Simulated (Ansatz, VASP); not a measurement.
**TaRu: VASP beside Ansatz**

Contents of INCAR:

```
ALGO = Normal
EDIFF = 1E-7
ENCUT = 520
ISIF = 2
ISMEAR = -1
LASPH = T
LCHARG = T
LELF = T
LREAL = F
LVHAR = T
LWAVE = F
NBANDS = 20
NELM = 100
PREC = Accurate
SIGMA = 0.03
```

KPOINTS

```
k-points
0
Gamma
  13 13 13
```

File POSCAR:

```
TaRu
1.0
    3.1870000000      0.0000000000      0.0000000000
    0.0000000000      3.1870000000      0.0000000000
    0.0000000000      0.0000000000      3.1870000000
Ta Ru
1 1
Direct
    0.5000000000      0.5000000000      0.5000000000
    0.0000000000      0.0000000000      0.0000000000
```

Input for Ansatz:

```yaml
crystal:
  lattice:
    - [3.187, 0.0, 0.0]
    - [0.0, 3.187, 0.0]
    - [0.0, 0.0, 3.187]
  atoms:
    - { symbol: Ta, position: [0.5, 0.5, 0.5] }
    - { symbol: Ru, position: [0.0, 0.0, 0.0] }
kpoints:
  mp_grid: { grid: [13, 13, 13] }
  band_path:
    path:
      - [0.0, 0.0, 0.0]
      - [0.0, 0.5, 0.0]
      - [0.5, 0.5, 0.0]
      - [0.0, 0.0, 0.0]
      - [0.5, 0.5, 0.5]
      - [0.0, 0.5, 0.0]
      - [0.5, 0.5, 0.5]
      - [0.5, 0.5, 0.0]
    npoints: 14
scf:
  occupations: { method: fermi_dirac, width: 0.03 }
hamiltonian:
  xc: lda
  pseudopotentials: { kind: all_electron, lapw: { basis_error: 0.00025 } }
output:
  forces: true
  stress: true
  eigenvalues: true
  populations: true
  dos: { projected: true, de: 0.2, e_range: [-14, 8] }
```

Alike in both runs: task single point; functional LDA; k mesh 13 × 13 × 13; occupations fermi-dirac, width 0.03 eV; no spin polarisation.

|  | VASP | Ansatz |
| --- | --- | --- |
| version | VASP 6.6.1 | Ansatz 0.2.0 |
| potentials or method | VASP PAW LDA potentials, release 64 (Ta_pv, Ru_pv) | all-electron LAPW, scalar-relativistic |
| plane-wave cutoff (eV) | 520 | see its input |

|  | VASP | Ansatz | Ansatz less VASP |
| --- | --- | --- | --- |
| pressure (GPa) | -15.5 | -16.2 | -0.66 |

Ansatz ran all-electron here, so the differences hold the error of VASP's frozen core and of both bases.

Caveats: so large a pressure means that the cell lies far from this level's equilibrium, or that cutoff or potentials fall short (VASP). The runs have no spin-orbit coupling, so splittings on Ta are missing.
